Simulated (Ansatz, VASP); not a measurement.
**Os (linear Os chain) in two plane-wave programs**

Aim: how closely do two programs agree when they are given the same cell, functional and k mesh? The structure shown is the end of the Ansatz relaxation below.

Main program and level: Ansatz 0.2.0; plane waves, with VASP 6.6.1 beside it; single point at PBE, single point at RPBE and single point at r2SCAN.

## 1. The starting structure

The cell holds 1 atom: 1 Os. Cell: a = 7.500 Å, b = 7.500 Å, c = 2.243 Å, α = 90.0°, β = 90.0°, γ = 90.0°. Vacuum lies along a and b. The structure's axis is c.

As a file:

```cif
data_structure
_symmetry_space_group_name_H-M 'P 1'
_symmetry_Int_Tables_number 1
_cell_length_a 7.5000
_cell_length_b 7.5000
_cell_length_c 2.2432
_cell_angle_alpha 90.000
_cell_angle_beta 90.000
_cell_angle_gamma 90.000
_cell_volume 126.18
loop_
_atom_site_label
_atom_site_type_symbol
_atom_site_fract_x
_atom_site_fract_y
_atom_site_fract_z
_atom_site_occupancy
Os1 Os 0.50000 0.50000 0.00000 1
```

## 2. Ansatz: relaxation, PBE

Ansatz runs on its default PAW (the set named soft_2) files.

This run makes the geometry at which the two programs are then compared.

File input.yaml:

```yaml
crystal:
  lattice:
    - [7.5, 0.0, 0.0]
    - [0.0, 7.5, 0.0]
    - [0.0, 0.0, 2.6784]
  atoms:
    - { symbol: Os, position: [0.5, 0.5, 0.0] }
kpoints:
  mp_grid: { grid: [1, 1, 30] }
scf:
  occupations: { method: fermi_dirac, width: 0.05 }
hamiltonian:
  xc: pbe
relax:
  cell: { fix: [a, b, alpha, beta, gamma] }
  max_steps: 60
```

Run with:

```
> ansatz run input.yaml --threads 4 --pin off --max-ram 8192MiB --backend cpu --events-out ev --progress --plain --runs-dir out
```

Numbers of over 12 decimals in the logs are rounded to 6 here.

The program printed:

```text
Engine: ansatz 0.2.0, aarch64-unknown-linux-gnu
Pseudopotentials: kind: paw
Pseudopotential: Os, paw, valence charge 16, recommended cutoff 420 eV (normal), Os.paw.azcp
Functional definition: PBE
  parameter kappa = 0.804
  parameter beta = 0.066725
  exchange = pbe_x(kappa = kappa, mu = beta*pi^2/3)
  correlation = pbe_c(beta = beta)
Crystal: 1 atoms, lattice volume = 150.660 Å³
Basis set: ecut = 420 eV, 3009 PW (Γ), exchange–correlation on 108×108×36 points (8 copies of the dense FFT grid, shifted against one another)
Bands: 12, of which v1, the nominal top of the filled ones, is band 8 counted from 1 (7 counted from 0)
Symmetry: 16 space group operations
Space group: P4/mmm (ITA 123), of the structure as read, at distance tolerance 5.3e-5 Å
k-points: 16 of 30
Non-local potential: Os, projectors of the file, l = 0: 3, l = 1: 2, l = 2: 2, l = 3: 1
PAW form: soft (Blöchl's): semilocal exchange-correlation on the pseudo side does not see the compensation charge
PAW one-centre angular grid: Os, 590 points (default); XC on 64 Gauss nodes
Initial density: superposition of atomic densities (neutral atoms: chi_scale 0, normalization atom), corrected by the library's trained network
Initial wavefunctions: pseudopotential atomic-orbital guess
Functional: x = pbe(κ = 0.804, μ = 0.219515), c = pbe(β = 0.066725)
SCF iter   1: F=—  HF=-11378.302595 eV  |F-HF|=—  |Δ(HF+E_count)|=         —  Δρ=3.17e-3  dr2=7.28e-3  ethr=1.77e-3  ⟨swp⟩=5.8  Hψ=1095  notcnv=0
preconditioner: auto → LDOS  [metal: Δε(μ)=0.064 eV  Ē_g=4.314 eV  σ=0.050 eV  W_gap=0.31  n_scr=20 (ndim 8)  ℏωp=8.6 eV  f_vac=0.672  D(μ)=5.96/eV (n_scr^D=54)  β→1.0]
SCF iter   2: F=—  HF=-11378.307109 eV  |F-HF|=—  |Δ(HF+E_count)|=   4.51e-3  Δρ=1.60e-3  dr2=2.40e-3  ethr=4.55e-5  ⟨swp⟩=2.4  Hψ=468  notcnv=0
SCF iter   3: F=—  HF=-11378.306464 eV  |F-HF|=—  |Δ(HF+E_count)|=   6.45e-4  Δρ=4.80e-4  dr2=2.15e-4  ethr=1.50e-5  ⟨swp⟩=2.9  Hψ=349  notcnv=0
SCF iter   4: F=—  HF=-11378.306422 eV  |F-HF|=—  |Δ(HF+E_count)|=   4.16e-5  Δρ=5.08e-5  dr2=6.25e-6  ethr=1.34e-6  ⟨swp⟩=1.7  Hψ=263  notcnv=0
SCF iter   5: F=—  HF=-11378.306419 eV  |F-HF|=—  |Δ(HF+E_count)|=   3.30e-6  Δρ=2.20e-5  dr2=8.64e-7  ethr=3.91e-8  ⟨swp⟩=2.6  Hψ=301  notcnv=0
SCF iter   6: F=-11378.306419 eV  HF=-11378.306419 eV  |F-HF|=2.77e-9  |Δ(HF+E_count)|=   4.00e-8  Δρ=5.00e-6  dr2=4.10e-8  ethr=6.25e-10  ⟨swp⟩=3.0  Hψ=763  notcnv=0
SCF 1 converged in 6 iterations: F = -11378.306419 eV  dr2 = 4.10e-8
  greatest PAW one-centre occupation: 1.000 electrons in one spin orbital (limit 2), on the Os atom at site 0 (counted from 0), in its partial waves of l = 0
relax step   1: F+E_penalty+E_count = -11378.30641901 eV  Δ(F+E_penalty+E_count) = +0.000e0 eV  max|allowed force component| = 0.000e0 eV/Å  Δτ_max = 0.0000 Å  P = -4.097 GPa  Ω = 150.660 Å³  fix = [a, b, alpha, beta, gamma]  reactions: a -0.151, b -0.151 GPa  (6 SCF iters, dr2 threshold 1.00e-7 eV, accepted)
[...]
relax step   2: F+E_penalty+E_count = -11378.83915321 eV  Δ(F+E_penalty+E_count) = -5.327e-1 eV  max|allowed force component| = 0.000e0 eV/Å  Δτ_max = 0.0000 Å  P = -3.763 GPa  Ω = 143.315 Å³  energy of the carried Pulay correction = +3.039e-4 eV  fix = [a, b, alpha, beta, gamma]  reactions: a -0.153, b -0.153 GPa  (6 SCF iters, dr2 threshold 1.00e-7 eV, accepted)
[...]
relax step   4: F+E_penalty+E_count = -11379.57583015 eV  Δ(F+E_penalty+E_count) = -2.890e-1 eV  max|allowed force component| = 0.000e0 eV/Å  Δτ_max = 0.0000 Å  P = -1.152 GPa  Ω = 128.626 Å³  energy of the carried Pulay correction = +9.394e-4 eV  fix = [a, b, alpha, beta, gamma]  reactions: a -0.147, b -0.147 GPa  (6 SCF iters, dr2 threshold 1.00e-7 eV, accepted)
[...]
relax step   5: F+E_penalty+E_count = -11379.59874357 eV  Δ(F+E_penalty+E_count) = -2.291e-2 eV  max|allowed force component| = 0.000e0 eV/Å  Δτ_max = 0.0000 Å  P = +0.252 GPa  Ω = 125.479 Å³  energy of the carried Pulay correction = +1.081e-3 eV  fix = [a, b, alpha, beta, gamma]  reactions: a -0.146, b -0.146 GPa  (5 SCF iters, dr2 threshold 1.00e-7 eV, accepted)
[...]
relax step   6: F+E_penalty+E_count = -11379.60097904 eV  Δ(F+E_penalty+E_count) = -2.235e-3 eV  max|allowed force component| = 0.000e0 eV/Å  Δτ_max = 0.0000 Å  P = -0.074 GPa  Ω = 126.132 Å³  energy of the carried Pulay correction = +1.051e-3 eV  fix = [a, b, alpha, beta, gamma]  reactions: a -0.146, b -0.146 GPa  (5 SCF iters, dr2 threshold 1.00e-7 eV, accepted)
[...]
relax step   7: F+E_penalty+E_count = -11379.60098772 eV  Δ(F+E_penalty+E_count) = -8.679e-6 eV  max|allowed force component| = 0.000e0 eV/Å  Δτ_max = 0.0000 Å  P = -0.097 GPa  Ω = 126.181 Å³  energy of the carried Pulay correction = +1.049e-3 eV  fix = [a, b, alpha, beta, gamma]  reactions: a -0.146, b -0.146 GPa  (4 SCF iters, dr2 threshold 1.27e-8 eV, accepted)
[...]
relax step   8: F+E_penalty+E_count = -11379.59982327 eV  Δ(F+E_penalty+E_count) = +1.164e-3 eV  max|allowed force component| = 0.000e0 eV/Å  Δτ_max = 0.0000 Å  P = -0.097 GPa  Ω = 126.181 Å³  fix = [a, b, alpha, beta, gamma]  reactions: a -0.144, b -0.144 GPa  stress off target by 4.24e-3 GPa on what of the cell is left free  SCF on the basis re-selected at this cell (its energy is not comparable with the rows above)  (6 SCF iters)
basis re-selected at this cell: Δ(F+E_penalty+E_count) = +1.164e-3 eV, ΔP = +0.000 GPa vs the last step (what re-selecting the basis moved, of the pressure what is left beyond the Pulay correction that the steps carried, after the strain that the cell walked since its last selection, with what the two solves' SCF thresholds leave and, on support functions, any second-order correction that the steps lacked; it is no measure of the basis error at this ecutwfc). The dense FFT grid was sized anew with the basis: this SCF ran on 54×54×15 points, the steps before it on 54×54×18, so part of this shift can come from that change (see relax.cell in the input reference). [rest of the remark cut]
SCF converged after 6 iterations
Free energy (F): -11379.599823 eV
Harris-Foulkes:  -11379.599823 eV  (|F-HF|=9.09e-12)
Internal energy: -11379.579398 eV  (E = F + TS)
E sigma→0 (E₀):  -11379.589610 eV
Entropy (-TS):   -0.020426 eV (-20.426 meV/atom)
Fermi energy:    -1.917171 eV
--- Per-component energies (eV) ---
  E_band       = -489.645910
  E_kinetic    = 561.053896
  E_local      = -4048.142885  (includes V_loc(G=0)·N_el)
  E_nonlocal   = 0.078965
  E_hartree    = 1742.745197
  E_xc         = -262.296324
  E_vxc        = -277.834776  (∫ρ·V_xc dr)
  E_paw        = -9012.357713  (= ΣΔE_a)
  E_vpaw       = -210.291486  (= ΣTr[D̂ρ^β])
  E_aug_tail   = -0.000070  (compensation charges beyond the density's cutoff)
  E_ewald      = -360.660465
  E_smearing   = -0.020426  (= −TS)
  E_closure    = -0.000000  (closes the sum)
  Σ components = -11379.599823   (vs F -11379.599823, Δ=0.00e0)
--- Forces (eV/Å), atoms counted from 1 ---
  atom   1  Os     0.00000000     0.00000000     0.00000000
  max |Σ_I F_I| component: 0.00e0 eV/Å
--- Stress (GPa, compression-positive) ---
       -0.143900       0.000000       0.000000
        0.000000      -0.143900       0.000000
        0.000000       0.000000      -0.004238
  P = ⅓ Tr σ = -0.0973 GPa (-0.973 kbar)
--- Relaxed structure (7 steps of the walk, 7 accepted, 1 SCFs on fresh bases) ---
  F+E_penalty+E_count = -11379.59982327 eV   max|allowed force component| = 0.000e0 eV/Å   (the final SCF, on the basis selected at the relaxed cell)
  cell:  # Å, volume = 126.1808 Å³
    - [7.5, 0.0, 0.0]
    - [0.0, 7.5, 0.0]
    - [0.0, 0.0, 2.243214]
  atoms:
    - { symbol: Os, position: [0.5, 0.5, 0.0] }
```

The column dr2 measures how far the density is from self-consistency, as an energy; F and HF (Harris–Foulkes) agree once it is small.

## 3. VASP: single point, PBE

The same cell, functional, mesh and smearing now go to VASP, with its own data sets.

Lines of VASP's logs that name or quote its potential files are left out, and so is its time.

File INCAR:

```
SYSTEM = Os
PREC = Accurate
ENCUT = 600
EDIFF = 1E-06
NELM = 120
ISMEAR = -1
SIGMA = 0.05
LREAL = .FALSE.
ALGO = Normal
GGA = PE
NBANDS = 10
LASPH = .TRUE.
LORBIT = 11
LWAVE = .FALSE.
LCHARG = .FALSE.
ISIF = 2
GGA_COMPAT = .FALSE.
KPAR = 2
```

File POSCAR:

```
Os
1.0
    7.5000000000      0.0000000000      0.0000000000
    0.0000000000      7.5000000000      0.0000000000
    0.0000000000      0.0000000000      2.2432142645
Os
1
Direct
    0.5000000000      0.5000000000      0.0000000000
```

File KPOINTS:

```
Automatic mesh
0
Gamma
1 1 30
0 0 0
```

PAW data sets: Os (PBE family, release 64).

Run with:

```
> mpirun -np 2 vasp_std
```

The program printed:

```text
[banner, memory and clock lines left out]
running    2 mpi-ranks, on    1 nodes
 distrk:  each k-point on    1 cores,    2 groups
 distr:  one band on    1 cores,    1 groups

 POSCAR found type information on POSCAR Os
 POSCAR found :  1 types and       1 ions
 LDA part: xc-table for (Slater+PW92), standard interpolation
 POSCAR, INCAR and KPOINTS ok, starting setup
 FFT: planning ... GRIDC
 FFT: planning ... GRID_SOFT
 FFT: planning ... GRID
 WAVECAR not read
 entering main loop
       N       E                     dE             d eps       ncg     rms          rms(c)
DAV:   1     0.420027530106E+02    0.42003E+02   -0.27046E+03   320   0.613E+02
DAV:   2    -0.271306820158E+01   -0.44716E+02   -0.38617E+02   490   0.117E+02
DAV:   3    -0.653948265322E+01   -0.38264E+01   -0.37039E+01   396   0.386E+01
DAV:   4    -0.658620416807E+01   -0.46722E-01   -0.46636E-01   366   0.515E+00
DAV:   5    -0.658659663677E+01   -0.39247E-03   -0.39245E-03   362   0.374E-01    0.691E+00
DAV:   6    -0.640054267534E+01    0.18605E+00   -0.49197E-01   390   0.390E+00    0.353E+00
DAV:   7    -0.636801714224E+01    0.32526E-01   -0.51915E-02   338   0.139E+00    0.966E-01
DAV:   8    -0.636484861886E+01    0.31685E-02   -0.33924E-03   354   0.400E-01    0.805E-02
DAV:   9    -0.636475696923E+01    0.91650E-04   -0.49756E-04   368   0.128E-01    0.318E-02
DAV:  10    -0.636475645505E+01    0.51418E-06   -0.81700E-05   354   0.710E-02    0.155E-02
DAV:  11    -0.636475475843E+01    0.16966E-05   -0.15254E-05   324   0.182E-02    0.436E-03
DAV:  12    -0.636475727222E+01   -0.25138E-05   -0.43234E-06   324   0.989E-03    0.225E-03
DAV:  13    -0.636475805241E+01   -0.78020E-06   -0.87618E-07   336   0.620E-03
   1 F= -.63647581E+01 E0= -.63548406E+01  d E =-.198350E-01
```

From OUTCAR (step 3):

```text
ion  position               nearest neighbor table
   1  0.500  0.500  0.000-

  LATTYP: Found a simple tetragonal cell.
 ALAT       =     7.5000000000
 C/A-ratio  =     0.2990952353

 Subroutine GETGRP returns: Found 16 space group operations
 (whereof 16 operations were pure point group operations)

The static configuration has the point symmetry D_4h.

 Found     16 irreducible k-points:

   k-points           NKPTS =     16   k-points in BZ     NKDIM =     16   number of bands    NBANDS=     10

   dimension x,y,z NGX =    60 NGY =   60 NGZ =   18
   dimension x,y,z NGXF=   120 NGYF=  120 NGZF=   36

   ENCUT  =  600.0 eV  44.10 Ry    6.64 a.u.  14.98 14.98  4.48*2*pi/ulx,y,z

   NELECT =       8.0000    total number of electrons

 k-points in reciprocal lattice and weights: Automatic mesh
   0.00000000  0.00000000  0.00000000       0.033
   0.00000000  0.00000000  0.03333333       0.067
   0.00000000  0.00000000  0.06666667       0.067
   0.00000000  0.00000000  0.10000000       0.067
   0.00000000  0.00000000  0.13333333       0.067
   0.00000000  0.00000000  0.16666667       0.067
   0.00000000  0.00000000  0.20000000       0.067
   0.00000000  0.00000000  0.23333333       0.067
   0.00000000  0.00000000  0.26666667       0.067
[...]
0.00000000  0.00000000  0.46666667       0.067
   0.00000000  0.00000000  0.50000000       0.033

 average (electrostatic) potential at core
       1 -55.5675

 E-fermi :  -3.7665

 k-point     1 :       0.0000    0.0000    0.0000
  band No.  band energies     occupation
      1     -10.7188      2.00000
      2      -6.1127      2.00000
      3      -5.2600      2.00000
      4      -5.2509      2.00000
      5      -1.0931      0.00000
      6      -1.0931      0.00000
      7      -0.3289      0.00000
      8      -0.3289      0.00000
      9       1.0924      0.00000
    ...

 k-point     2 :       0.0000    0.0000    0.0333
  band No.  band energies     occupation
      1     -10.6080      2.00000
      2      -6.0850      2.00000
      3      -5.2422      2.00000
      4      -5.2331      2.00000
      5      -1.3382      0.00000
      6      -1.3382      0.00000
      7      -0.1635      0.00000
      8      -0.1635      0.00000
      9       1.1248      0.00000
    ...

 k-point     3 :       0.0000    0.0000    0.0667
  band No.  band energies     occupation
      1     -10.2782      2.00000
      2      -6.0021      2.00000
      3      -5.1892      2.00000
      4      -5.1804      2.00000
      5      -1.8466      0.00000
      6      -1.8466      0.00000
      7       0.1240      0.00000
      8       0.1240      0.00000
      9       1.2217      0.00000
    ...

  Total       -0.1148097     -0.1148097     -0.6671189     -0.0000000     -0.0000000     -0.0000000
  in kB       -1.4577936     -1.4577936     -8.4707237     -0.0000000     -0.0000000     -0.0000000
  external PRESSURE =      -3.7954370 kB  Pullay stress =       0.0000000 kB

  energy-cutoff  :      600.00
  volume of cell :      126.18
      direct lattice vectors                 reciprocal lattice vectors
     7.500000000  0.000000000  0.000000000     0.133333333  0.000000000  0.000000000
     0.000000000  7.500000000  0.000000000     0.000000000  0.133333333  0.000000000
     0.000000000  0.000000000  2.243214265     0.000000000  0.000000000  0.445788891

 POSITION                                       TOTAL-FORCE (eV/Angst)
 -----------------------------------------------------------------------------------
      3.75000      3.75000      0.00000         0.000000      0.000000      0.000000
 -----------------------------------------------------------------------------------
    total drift:                                0.000000      0.000000     -0.000000

  FREE ENERGIE OF THE ION-ELECTRON SYSTEM (eV)
  ---------------------------------------------------
  free  energy   TOTEN  =        -6.3647580524 eV

  energy  without entropy=       -6.3449230496  energy(sigma->0) =       -6.35484055

 total charge
# of ion       s       p       d       tot
------------------------------------------
    1        0.718   0.276   6.059   7.052

[... 3 further parts left out ...]
```

## 4. Comparison

Known differences besides the potentials themselves: the data sets hold 16 valence electrons in Ansatz (on its default PAW (the set named soft_2) files) and 8 in VASP; the cutoff is 420 eV in Ansatz and 600 eV in VASP; Ansatz's pressure holds a Pulay correction, VASP's none. Total energies have different zeros and are not compared.

The two programs side by side:

| quantity | Ansatz | VASP | difference |
| --- | --- | --- | --- |
| pressure (GPa) | -0.10 | -0.38 | +0.28 |

## 5. Ansatz: relaxation, RPBE

This run makes the geometry at which the two programs are then compared. The cell compared in this pair holds 128.50 Å³, against 126.18 Å³ for the pair before.

The structure compared here is the end of the Ansatz relaxation.

input.yaml, the sections that differ from step 2:

```yaml
crystal:
  lattice:
    - [7.5, 0.0, 0.0]
    - [0.0, 7.5, 0.0]
    - [0.0, 0.0, 2.6784]
  atoms:
    - { symbol: Os, position: [0.5, 0.5, 0.0], spin: 1.5 }
magnetization:
  spin_polarized: true
hamiltonian:
  xc: rpbe
# kpoints, scf, relax: as in step 2
```

Run with:

```
> ansatz run input.yaml --threads 4 --pin off --max-ram 8192MiB --backend cpu --events-out ev --progress --plain --runs-dir out
```

The program printed:

```text
[...]
Crystal: 1 atoms, lattice volume = 150.660 Å³
Basis set: ecut = 420 eV, 3009 PW (Γ), exchange–correlation on 108×108×36 points (8 copies of the dense FFT grid, shifted against one another)
Bands: 13, of which v1, the nominal top of the filled ones, is band 8 counted from 1 (7 counted from 0)
Symmetry: 16 space group operations
[...]
-0.160379       0.000000      -0.000000
        0.000000      -0.160379       0.000000
       -0.000000       0.000000       0.047688
  P = ⅓ Tr σ = -0.0910 GPa (-0.910 kbar)
--- Relaxed structure (5 steps of the walk, 5 accepted, 1 SCFs on fresh bases) ---
[...]
cell:  # Å, volume = 128.5017 Å³
    - [7.5, 0.0, 0.0]
    - [0.0, 7.5, 0.0]
    - [0.0, 0.0, 2.284475]
  atoms:
    - { symbol: Os, position: [0.5, 0.5, 0.0] }
[key lines of the parts left out:]
SCF converged after 8 iterations
Magnetization: 1.3641 μB (8.6821 up, 7.3179 down)
Free energy (F): -11393.091071 eV
Fermi energy:    -1.834724 eV
```

## 6. VASP: single point, RPBE

The same cell, functional, mesh and smearing now go to VASP, with its own data sets.

INCAR: that of step 3 with these lines changed.

```diff
@@ -4,3 +4,3 @@
 EDIFF = 1E-06
-NELM = 120
+NELM = 200
 ISMEAR = -1
@@ -9,5 +9,8 @@
 ALGO = Normal
-GGA = PE
-NBANDS = 10
+GGA = RP
+NBANDS = 11
+ISPIN = 2
+MAGMOM = 0.9
 LASPH = .TRUE.
+LMAXMIX = 4
 LORBIT = 11
```

POSCAR: that of step 3 with these lines changed.

```diff
@@ -4,3 +4,3 @@
     0.0000000000      7.5000000000      0.0000000000
-    0.0000000000      0.0000000000      2.2432142645
+    0.0000000000      0.0000000000      2.2844745725
 Os
```

KPOINTS is that of step 3.

Run with:

```
> mpirun -np 2 vasp_std
```

The program printed:

```text
[banner, memory and clock lines left out]
running    2 mpi-ranks, on    1 nodes
[...]
|                                                                             |
|               ----> ADVICE to this user running VASP <----                  |
|                                                                             |
|     You enforced a specific xc type in the INCAR file but a different       |
|     [... a line on the potential file left out ...]
|     I HOPE YOU KNOW WHAT YOU ARE DOING!                                     |
|                                                                             |

 LDA part: xc-table for (Slater+PW92), standard interpolation
 POSCAR, INCAR and KPOINTS ok, starting setup
[...]
entering main loop
       N       E                     dE             d eps       ncg     rms          rms(c)
DAV:   1     0.412898645065E+02    0.41290E+02   -0.26330E+03   704   0.533E+02
DAV:   2    -0.204589910717E+01   -0.43336E+02   -0.37625E+02  1030   0.112E+02
DAV:   3    -0.612471590467E+01   -0.40788E+01   -0.38950E+01   878   0.366E+01
DAV:   4    -0.617065519658E+01   -0.45939E-01   -0.45805E-01   776   0.461E+00
[...]
DAV:  19    -0.601895171724E+01    0.87063E-04   -0.37023E-04   704   0.165E-01    0.115E-03
DAV:  20    -0.601893383755E+01    0.17880E-04   -0.22263E-05   716   0.397E-02    0.575E-04
DAV:  21    -0.601893426405E+01   -0.42650E-06   -0.39210E-06   704   0.169E-02
   1 F= -.60189343E+01 E0= -.60068956E+01  d E =-.240772E-01  mag=     0.5120
```

From OUTCAR (step 6):

```text
  Total       -0.1295596     -0.1295596     -1.9612965      0.0000000      0.0000000      0.0000000
  in kB       -1.6153679     -1.6153679    -24.4537223      0.0000000      0.0000000      0.0000000
  external PRESSURE =      -9.2281527 kB  Pullay stress =       0.0000000 kB

  FREE ENERGIE OF THE ION-ELECTRON SYSTEM (eV)
  ---------------------------------------------------
  free  energy   TOTEN  =        -6.0189342640 eV

  energy  without entropy=       -5.9948570273  energy(sigma->0) =       -6.00689565

 magnetization (x)
# of ion       s       p       d       tot
------------------------------------------
    1        0.018   0.007   0.437   0.462

[... 1 part as in an earlier step ...]

[... 3 further parts left out ...]
[key lines of the parts left out:]
E-fermi :  -3.7330
```

(Part 1 of 2 ends here.)

[Lines on the potential files, build, host, timing and source positions are cut from VASP's logs without a mark.]

[Logs are printed without paths, hosts, clocks, repeated set-up lines and the standing remarks that a program may print on its own settings, such as how far it seeks lower states.]

[Hosts, paths, dates, database ids (printed as entryN), source tags and the programs' standing remarks are cut or masked in the printed files.]
